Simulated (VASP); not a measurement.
Output of a VASP run:

OSZICAR:
```
...
DAV:   4    -0.112665579008E+03    0.61925E-05   -0.15467E-05  1473   0.609E-02
   9 F= -.11266558E+03 E0= -.11266558E+03  d E =-.907068E-02
       N       E                     dE             d eps       ncg     rms          rms(c)
DAV:   1    -0.112658232283E+03    0.73529E-02   -0.67162E+00  2322   0.856E+00    0.387E-01
DAV:   2    -0.112669985261E+03   -0.11753E-01   -0.12580E-01  2570   0.156E+00    0.205E-01
DAV:   3    -0.112669982488E+03    0.27734E-05   -0.43969E-03  2724   0.555E-01    0.163E-01
DAV:   4    -0.112669867616E+03    0.11487E-03   -0.35441E-04  3052   0.300E-01    0.108E-01
DAV:   5    -0.112669796979E+03    0.70637E-04   -0.55147E-04  3516   0.182E-01    0.210E-02
DAV:   6    -0.112669823885E+03   -0.26906E-04   -0.33302E-04  2516   0.116E-01    0.157E-02
DAV:   7    -0.112669823246E+03    0.63934E-06   -0.11565E-05  1546   0.194E-02
  10 F= -.11266982E+03 E0= -.11266982E+03  d E =-.424424E-02
       N       E                     dE             d eps       ncg     rms          rms(c)
DAV:   1    -0.112667418241E+03    0.24056E-02   -0.16587E+00  2322   0.426E+00    0.194E-01
DAV:   2    -0.112670382443E+03   -0.29642E-02   -0.31787E-02  2568   0.813E-01    0.104E-01
DAV:   3    -0.112670386047E+03   -0.36038E-05   -0.11843E-03  2716   0.289E-01    0.824E-02
DAV:   4    -0.112670357795E+03    0.28252E-04   -0.91236E-05  2876   0.146E-01    0.554E-02
DAV:   5    -0.112670339343E+03    0.18452E-04   -0.14189E-04  2812   0.857E-02    0.111E-02
DAV:   6    -0.112670347243E+03   -0.79001E-05   -0.95420E-05  2516   0.632E-02
  11 F= -.11267035E+03 E0= -.11267035E+03  d E =-.476824E-02
       N       E                     dE             d eps       ncg     rms          rms(c)
DAV:   1    -0.112669292971E+03    0.10464E-02   -0.37722E+00  2346   0.629E+00    0.266E-01
DAV:   2    -0.112673397117E+03   -0.41041E-02   -0.44416E-02  2572   0.825E-01    0.229E-01
DAV:   3    -0.112673359058E+03    0.38059E-04   -0.95447E-04  2932   0.353E-01    0.148E-01
DAV:   4    -0.112673326974E+03    0.32084E-04   -0.38697E-04  2794   0.168E-01    0.752E-02
DAV:   5    -0.112673323766E+03    0.32074E-05   -0.16382E-04  3132   0.198E-01    0.224E-02
DAV:   6    -0.112673324201E+03   -0.43495E-06   -0.68744E-05  2627   0.562E-02
  12 F= -.11267332E+03 E0= -.11267332E+03  d E =-.297696E-02
       N       E                     dE             d eps       ncg     rms          rms(c)
DAV:   1    -0.112672711462E+03    0.61230E-03   -0.91438E-01  2346   0.310E+00    0.134E-01
DAV:   2    -0.112673719927E+03   -0.10085E-02   -0.10915E-02  2564   0.411E-01    0.114E-01
DAV:   3    -0.112673714467E+03    0.54594E-05   -0.23713E-04  2956   0.174E-01    0.725E-02
DAV:   4    -0.112673712116E+03    0.23515E-05   -0.92666E-05  2707   0.821E-02
  13 F= -.11267371E+03 E0= -.11267371E+03  d E =-.336487E-02
       N       E                     dE             d eps       ncg     rms          rms(c)
DAV:   1    -0.112673268577E+03    0.44589E-03   -0.38705E-01  2330   0.208E+00    0.111E-01
DAV:   2    -0.112674280723E+03   -0.10121E-02   -0.10780E-02  2580   0.388E-01    0.683E-02
DAV:   3    -0.112674261230E+03    0.19494E-04   -0.15685E-04  2812   0.104E-01    0.487E-02
DAV:   4    -0.112674245382E+03    0.15847E-04   -0.42840E-05  2108   0.120E-01    0.214E-02
DAV:   5    -0.112674250263E+03   -0.48808E-05   -0.66511E-05  2378   0.407E-02
  14 F= -.11267425E+03 E0= -.11267425E+03  d E =-.538147E-03
```

OUTCAR:
```
------------------------ aborting loop because EDIFF is reached ----------------------------------------
  FORCE on cell =-STRESS in cart. coord.  units (eV):
  Direction    XX          YY          ZZ          XY          YZ          ZX
  --------------------------------------------------------------------------------------
  Total        1.6197893     -0.1844329     -2.1539943      0.0000000      0.0000000      0.0000000
  in kB        3.5918606     -0.4089774     -4.7764529      0.0000000      0.0000000      0.0000000
  external PRESSURE =      -0.5311899 kB  Pullay stress =       0.0000000 kB
  volume of cell :      722.52
      direct lattice vectors                 reciprocal lattice vectors
     5.223860549  0.000000000  0.000000000     0.191429306  0.000000000  0.000000000
     0.000000000  5.608715437  0.000000000     0.000000000  0.178293945  0.000000000
     0.000000000  0.000000000 24.660089492     0.000000000  0.000000000  0.040551353
 POSITION                                       TOTAL-FORCE (eV/Angst)
 -----------------------------------------------------------------------------------
      0.12922      4.90618     16.12242         0.005683      0.013220      0.008004
      2.74115      3.50690     16.12242         0.005683     -0.013220      0.008004
      5.20996      2.29916     14.81766        -0.001616      0.003840     -0.006043
      2.59803      0.50519     14.81766        -0.001616     -0.003840     -0.006043
      5.21187      5.13136     13.10509         0.000613     -0.012333      0.020185
      2.59994      3.28171     13.10509         0.000613      0.012333      0.020185
      5.21187      2.32700     11.55500         0.000613     -0.012333     -0.020185
      2.59994      0.47736     11.55500         0.000613      0.012333     -0.020185
      5.20996      5.10352      9.84243        -0.001616      0.003840      0.006043
      2.59803      3.30955      9.84243        -0.001616     -0.003840      0.006043
      0.12922      2.10182      8.53767         0.005683      0.013220     -0.008004
      2.74115      0.70254      8.53767         0.005683     -0.013220     -0.008004
      1.95212      5.18743     16.39824        -0.004984      0.012016     -0.003320
      4.56405      3.22564     16.39824        -0.004984     -0.012016     -0.003320
      1.96110      2.35893     14.75258        -0.000184      0.013243      0.003457
      4.57303      0.44542     14.75258        -0.000184     -0.013243      0.003457
      1.97000      5.15649     13.16396         0.000488      0.004014     -0.000107
      4.58193      3.25659     13.16396         0.000488     -0.004014     -0.000107
      1.97000      2.35213     11.49613         0.000488      0.004014      0.000107
      4.58193      0.45223     11.49613         0.000488     -0.004014      0.000107
      1.96110      5.16329      9.90751        -0.000184      0.013243     -0.003457
      4.57303      3.24978      9.90751        -0.000184     -0.013243     -0.003457
      1.95212      2.38308      8.26185        -0.004984      0.012016      0.003320
      4.56405      0.42128      8.26185        -0.004984     -0.012016      0.003320
 -----------------------------------------------------------------------------------
    total drift:                                0.070136      0.000000     -0.000255
  FREE ENERGIE OF THE ION-ELECTRON SYSTEM (eV)
  ---------------------------------------------------
  free  energy   TOTEN  =      -112.6742502630 eV

  energy  without entropy=     -112.6742502630  energy(sigma->0) =     -112.67425026

 reached required accuracy - stopping structural energy minimisation
```
(Selected blocks of OUTCAR.)

File POSCAR:
```
ZnO(110) slab
1
    5.2238605491     0.0000000000     0.0000000000
    0.0000000000     5.6087154367     0.0000000000
    0.0000000000     0.0000000000    24.6600894924
Zn O
12 12
Direct
  0.0206530332   0.8831590342   0.6552968083
  0.5206530332   0.6168409658   0.6552968083
  0.9969488186   0.4181331702   0.6015013658
  0.4969488186   0.0818668298   0.6015013658
  0.9994840197   0.9195504484   0.5329064695
  0.4994840197   0.5804495516   0.5329064695
  0.9994840197   0.4195504484   0.4670935305
  0.4994840197   0.0804495516   0.4670935305
  0.9969488186   0.9181331702   0.3984986342
  0.4969488186   0.5818668298   0.3984986342
  0.0206530332   0.3831590342   0.3447031917
  0.5206530332   0.1168409658   0.3447031917
  0.3724578183   0.9197076593   0.6662572655
  0.8724578183   0.5802923407   0.6662572655
  0.3752185097   0.4131425839   0.5994126707
  0.8752185097   0.0868574161   0.5994126707
  0.3812378006   0.9174902504   0.5335919118
  0.8812378006   0.5825097496   0.5335919118
  0.3812378006   0.4174902504   0.4664080882
  0.8812378006   0.0825097496   0.4664080882
  0.3752185097   0.9131425839   0.4005873293
  0.8752185097   0.5868574161   0.4005873293
  0.3724578183   0.4197076593   0.3337427345
  0.8724578183   0.0802923407   0.3337427345
```

Reconstruct the remaining input files.

One answer among several that fit: the input of the run itself, PBEsol GGA, plane waves, VASP's PBE PAW potentials (set 64).

File KPOINTS:
```
Automatic mesh
0
Gamma
4 4 1
0 0 0
```

**INCAR**
```
SYSTEM  =  ZnO(110) slab
EDIFF  =  1E-5   ! SCF stop (eV)
GGA  =  PS
PREC  =  Normal
ENCUT  =  450   ! plane-wave cut-off (eV)
NELM  =  100   ! most electronic steps
IDIPOL  =  3
ALGO  =  Normal
LMAXMIX  =  4
ISIF  =  2   ! forces and stress, cell fixed
EDIFFG  =  -0.03   ! ionic stop
NELMIN  =  4
LDIPOL  =  .TRUE.
LCHARG  =  .FALSE.
DIPOL  =  0.5 0.5 0.5
NSW  =  120   ! most ionic steps
LWAVE  =  .TRUE.
ISMEAR  =  0   ! Gaussian
LASPH  =  .TRUE.   ! aspherical one-centre terms
IBRION  =  2   ! conjugate gradients
SIGMA  =  0.05
LREAL  =  Auto   ! projection in real space or not
```

POTCAR, in this order: Zn O (PBE.64 set). Program: vasp_std.

At this cut-off the stress carries a Pulay error, which pulls relaxed volumes low.

The cell is a thin slab with vacuum, built from ZnO (wurtzite): (110) face.
